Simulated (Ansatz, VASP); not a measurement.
YAl2N3: VASP beside Ansatz

```
Y Al N
1.0
    -2.58914    2.58914    3.35401
     2.58914   -2.58914    3.35401
     2.58914    2.58914   -3.35401
Y Al N
1 2 3
Direct
  0.50000 0.50000 0.00000
  0.50000 0.00000 0.50000
  0.00000 0.50000 0.50000
  0.75000 0.25000 0.50000
  0.25000 0.75000 0.50000
  0.00000 0.00000 0.00000
```

Alike in both runs: task single point; functional PBE; k mesh 6 × 6 × 6; occupations gaussian, width 0.1 eV; no spin polarisation.

|  | VASP | Ansatz |
| --- | --- | --- |
| version | VASP 6.6.1 | Ansatz 0.2.0 |
| potentials or method | VASP PAW PBE potentials, release 64 (Y_sv, Al, N) | scalar-relativistic, plane waves, PAW |
| plane-wave cutoff (eV) | 520 | 420 |
| valence electrons in the cell | 32 | 32 |

Ansatz gave:

| Item | Value |
| --- | --- |
| gap on the k mesh at the Fermi level (eV) | none |
| pressure (GPa) | 9.5 |
| largest component of the traceless stress (GPa) | 7.43 |

Estimate VASP's values.

gap on the k mesh at the Fermi level (eV): none; pressure (GPa): 9.6; largest component of the traceless stress (GPa): 7.77.

A gap of «none» marks a metal or a gap that the smearing closes.
